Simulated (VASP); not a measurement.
Data:

```
Tl
1.0
    1.73000    -2.99645     0.00000
    1.73000     2.99645     0.00000
    0.00000     0.00000     5.52000
Tl
2
Direct
  0.33333   0.66667   0.25000
  0.66667   0.33333   0.75000
```

All values below come from AM05 GGA, VASP's PBE PAW potentials (set 64) (plane waves; VASP). Numerical set-up: 520 eV cut-off, 11×11×6 Γ-centred mesh, first-order Methfessel-Paxton smearing of 0.10 eV, potentials Tl_d.

Question: The ions, cell shape and volume are relaxed. Which structure does the run end with?

Answer: 
```
Tl
1.0
    1.73044    -2.99721     0.00000
    1.73044     2.99721     0.00000
    0.00000     0.00000     5.57751
Tl
2
Cartesian
  1.73044   0.99907   1.39438
  1.73044  -0.99907   4.18313
```
Space group P6_3/mmc (194), at a tolerance of 0.03 Å.

Question: How do energy and volume change from the first to the last step?

Answer: The energy (σ→0) changes by -0.8 meV/atom and the volume by +1.1 %, in 6 ionic steps.

| step | E(σ→0) (eV) | max force (eV/Å) | pressure (GPa) | volume (Å³) |
|---|---|---|---|---|
| 1 | -4.6375 | 0.000 | 0.42 | 57.23 |
| 2 | -4.6387 | 0.000 | 0.04 | 57.86 |
| 3 | -4.6387 | 0.000 | -0.05 | 57.97 |
| 4 | -4.6387 | 0.000 | -0.03 | 57.95 |
| 5 | -4.6388 | 0.000 | 0.00 | 57.93 |
| 6 | -4.6391 | 0.000 | 0.01 | 57.86 |

The compound is Tl in the hcp structure. This run relaxes it. Symmetry was kept, so distortions that lower it aren't found.
